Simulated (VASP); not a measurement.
Output of a VASP run:

### OUTCAR
```
 ion  position               nearest neighbor table
   1  0.000  0.000  0.000-
  LATTYP: Found a face centered cubic cell.
 ALAT       =     3.4714850952
 Subroutine PRICEL returns:
 Original cell was already a primitive cell.
 Subroutine GETGRP returns: Found 48 space group operations
The static configuration has the point symmetry O_h .
The dynamic configuration has the point symmetry O_h .
The overall configuration has the point symmetry O_h .
 Subroutine INISYM returns: Found 48 space group operations
 Subroutine IBZKPT returns following result:
 Found    145 irreducible k-points:

 Following reciprocal coordinates:
            Coordinates               Weight
  0.000000  0.000000  0.000000      1.000000
  0.062500  0.000000  0.000000      8.000000
  0.125000  0.000000  0.000000      8.000000
  0.187500  0.000000  0.000000      8.000000
  0.250000  0.000000  0.000000      8.000000
  0.312500  0.000000  0.000000      8.000000
  0.375000  0.000000  0.000000      8.000000
  0.437500  0.000000  0.000000      8.000000
  0.500000  0.000000  0.000000      4.000000
  0.062500  0.062500  0.000000      6.000000
  0.125000  0.062500  0.000000     24.000000
  0.187500  0.062500  0.000000     24.000000
  0.250000  0.062500  0.000000     24.000000
  0.312500  0.062500  0.000000     24.000000
  0.375000  0.062500  0.000000     24.000000
  0.437500  0.062500  0.000000     24.000000
  0.500000  0.062500  0.000000     24.000000
 -0.437500  0.062500  0.000000     24.000000
 -0.375000  0.062500  0.000000     24.000000
 -0.312500  0.062500  0.000000     24.000000
 -0.250000  0.062500  0.000000     24.000000
 -0.187500  0.062500  0.000000     24.000000
 -0.125000  0.062500  0.000000     24.000000
 -0.062500  0.062500  0.000000     12.000000
  0.125000  0.125000  0.000000      6.000000
  0.187500  0.125000  0.000000     24.000000
  0.250000  0.125000  0.000000     24.000000
  0.312500  0.125000  0.000000     24.000000
  0.375000  0.125000  0.000000     24.000000
  0.437500  0.125000  0.000000     24.000000
  0.500000  0.125000  0.000000     24.000000
 -0.437500  0.125000  0.000000     24.000000
 -0.375000  0.125000  0.000000     24.000000
 -0.312500  0.125000  0.000000     24.000000
 -0.250000  0.125000  0.000000     24.000000
 -0.187500  0.125000  0.000000     24.000000
 -0.125000  0.125000  0.000000     12.000000
  0.187500  0.187500  0.000000      6.000000
  0.250000  0.187500  0.000000     24.000000
  0.312500  0.187500  0.000000     24.000000
   k-points           NKPTS =    145   k-points in BZ     NKDIM =    145   number of bands    NBANDS=      9
   number of dos      NEDOS =    301   number of ions     NIONS =      1
   total plane-waves  NPLWV =   5832
   dimension x,y,z NGX =    18 NGY =   18 NGZ =   18
   dimension x,y,z NGXF=    36 NGYF=   36 NGZF=   36
   ions per type =               1
   PREC   = accura    normal or accurate (medium, high low for compatibility)
   ISTART =      0    job   : 0-new  1-cont  2-samecut
   ICHARG =      2    charge: 1-file 2-atom 10-const
   ISPIN  =      2    spin polarized calculation?
   LNONCOLLINEAR =      F non collinear calculations
   LSORBIT =      F    spin-orbit coupling
   INIWAV =      1    electr: 0-lowe 1-rand  2-diag
   ENCUT  =  520.0 eV  38.22 Ry    6.18 a.u.   4.56  4.56  4.56*2*pi/ulx,y,z
   NELM   =    100;   NELMIN=  2; NELMDL= -5     # of ELM steps
   EDIFF  = 0.1E-05   stopping-criterion for ELM
   LREAL  =      F    real-space projection
   NLSPLINE    = F    spline interpolate recip. space projectors
   LMAXMIX     =    4 max onsite mixed and CHGCAR
   VOSKOWN=      0    Vosko Wilk Nusair interpolation
   EDIFFG = -.1E-01   stopping-criterion for IOM
   NSW    =     60    number of steps for IOM
   NBLOCK =      1;   KBLOCK =     60    inner block; outer block
   IBRION =      2    ionic relax: 0-MD 1-quasi-New 2-CG
...
```

File OSZICAR:
```
       N       E                     dE             d eps       ncg     rms          rms(c)
DAV:   1     0.170751184186E+02    0.17075E+02   -0.49970E+03  5260   0.148E+03
DAV:   2    -0.135843318830E+02   -0.30659E+02   -0.29478E+02  5294   0.175E+02
DAV:   3    -0.140717489426E+02   -0.48742E+00   -0.48645E+00  5886   0.299E+01
DAV:   4    -0.140768089451E+02   -0.50600E-02   -0.50593E-02  6062   0.262E+00
DAV:   5    -0.140769433154E+02   -0.13437E-03   -0.13437E-03  6093   0.371E-01    0.112E+01
DAV:   6    -0.122736817384E+02    0.18033E+01   -0.29203E+01  5528   0.916E+01    0.874E+00
DAV:   7    -0.117158248180E+02    0.55786E+00   -0.78448E+00  5557   0.392E+01    0.246E+00
DAV:   8    -0.117104704690E+02    0.53543E-02   -0.35874E-02  5332   0.243E+00    0.172E+00
DAV:   9    -0.117020612967E+02    0.84092E-02   -0.61258E-02  5671   0.372E+00    0.540E-01
DAV:  10    -0.117029174386E+02   -0.85614E-03   -0.27750E-02  6180   0.230E+00    0.216E-01
DAV:  11    -0.117029065540E+02    0.10885E-04   -0.11614E-02  5460   0.167E+00    0.182E-01
DAV:  12    -0.117028061295E+02    0.10042E-03   -0.27367E-03  5676   0.810E-01    0.296E-02
DAV:  13    -0.117028151051E+02   -0.89755E-05   -0.28346E-05  5763   0.809E-02    0.123E-02
DAV:  14    -0.117028176225E+02   -0.25174E-05   -0.30342E-06  4930   0.240E-02    0.455E-03
DAV:  15    -0.117028181759E+02   -0.55343E-06   -0.19234E-06  2795   0.200E-02
   1 F= -.11702818E+02 E0= -.11703008E+02  d E =-.117028E+02  mag=     0.7524
```

**OUTCAR**
```
------------------------ aborting loop because EDIFF is reached ----------------------------------------
  FORCE on cell =-STRESS in cart. coord.  units (eV):
  Direction    XX          YY          ZZ          XY          YZ          ZX
  --------------------------------------------------------------------------------------
  Total       -0.0067572     -0.0067572     -0.0067572      0.0000000      0.0000000     -0.0000000
  in kB       -1.0351228     -1.0351228     -1.0351228      0.0000000      0.0000000     -0.0000000
  external PRESSURE =      -1.0351228 kB  Pullay stress =       0.0000000 kB
  volume of cell :       10.46
      direct lattice vectors                 reciprocal lattice vectors
     0.000000000  1.735742548  1.735742548    -0.288061153  0.288061153  0.288061153
     1.735742548  0.000000000  1.735742548     0.288061153 -0.288061153  0.288061153
     1.735742548  1.735742548  0.000000000     0.288061153  0.288061153 -0.288061153
 POSITION                                       TOTAL-FORCE (eV/Angst)
 -----------------------------------------------------------------------------------
      0.00000      0.00000      0.00000        -0.000000      0.000000      0.000000
 -----------------------------------------------------------------------------------
    total drift:                                0.000000     -0.000000      0.000000
  FREE ENERGIE OF THE ION-ELECTRON SYSTEM (eV)
  ---------------------------------------------------
  free  energy   TOTEN  =       -11.7028181759 eV

  energy  without entropy=      -11.7033882271  energy(sigma->0) =      -11.70300819

 total charge

# of ion       s       p       d       tot
------------------------------------------
    1        0.533   0.558   8.326   9.417

 magnetization (x)

# of ion       s       p       d       tot
------------------------------------------
    1       -0.009  -0.044   0.823   0.770

 reached required accuracy - stopping structural energy minimisation
```
(Selected blocks of OUTCAR.)

POSCAR:
```
Ni
1
    0.0000000000     1.7357425476     1.7357425476
    1.7357425476     0.0000000000     1.7357425476
    1.7357425476     1.7357425476     0.0000000000
Ni
1
Direct
  0.0000000000   0.0000000000   0.0000000000
```

Question: Write an INCAR and KPOINTS that could have produced this output.

Answer: Several could match; the one computed here: the input of the run itself, r2SCAN+rVV10, plane waves, VASP's PBE PAW potentials (set 64).

INCAR:
```
LMIXTAU  =  .TRUE.
ISPIN  =  2
CPARAM  =  0.0093
ISMEAR  =  1   ! Methfessel-Paxton
SYSTEM  =  Ni
SIGMA  =  0.1   ! width (eV)
IBRION  =  2
LUSE_VDW  =  .TRUE.
EDIFFG  =  -0.01
LCHARG  =  .FALSE.
METAGGA  =  R2SCAN
PREC  =  Accurate
EDIFF  =  1E-6   ! SCF stop (eV)
BPARAM  =  11.95
NELM  =  100   ! most electronic steps
MAGMOM  =  0.8
ALGO  =  Normal   ! blocked Davidson
LMAXMIX  =  4
LORBIT  =  10
LASPH  =  .TRUE.   ! aspherical one-centre terms
NSW  =  60   ! most ionic steps
LWAVE  =  .FALSE.
LREAL  =  .FALSE.   ! projection in real space or not
ENCUT  =  520   ! plane-wave cut-off (eV)
ISIF  =  3   ! ions, shape and volume
```

### KPOINTS
```
Automatic mesh
0
Gamma
16 16 16
0 0 0
```

POTCAR, in this order: Ni (PBE.64 set). Program: vasp_std.

The compound is Ni in the fcc structure. It was relaxed first. The start is the result of an earlier pass.
